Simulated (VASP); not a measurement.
Input:

```xyz
3
Lattice="0.0000 2.2448 2.3275 2.3520 0.0000 2.3275 2.3520 2.2448 0.0000" Properties=species:S:1:pos:R:3 pbc="T T T"
Li     1.1760     1.1224     1.1638
Li     3.5280     3.3671     3.4913
O      0.0703     0.0000     0.0000
```

Level of theory: PBE GGA, VASP's PBE PAW potentials (set 64) (plane waves; VASP). Numerical set-up: 275 eV cut-off, 8×8×8 Γ-centred mesh, Gaussian smearing of 0.050 eV, potentials Li_sv O.

At this cut-off the stress carries a Pulay error, which pulls relaxed volumes low.

Task: Which forces act on the atoms, in eV/Å?

Result: 
```csv
atom,Fx,Fy,Fz
Li1,0.102,0.000,0.000
Li2,0.102,0.000,0.000
O3,-0.204,0.000,0.000
```

Task: Give the stress tensor in GPa (positive for a compressed cell).

Result: 
```
-57.12    0.00    0.00
  0.00  -48.94    0.00
  0.00    0.00  -54.82
```
The pressure is its mean diagonal, -53.63 GPa.

The compound is Li2O in the antifluorite structure. The cell was not relaxed at this level, atoms are displaced from their ideal sites. The run is one of a series of settings (ENCUT = 275 against the base run), some of them coarse on purpose.
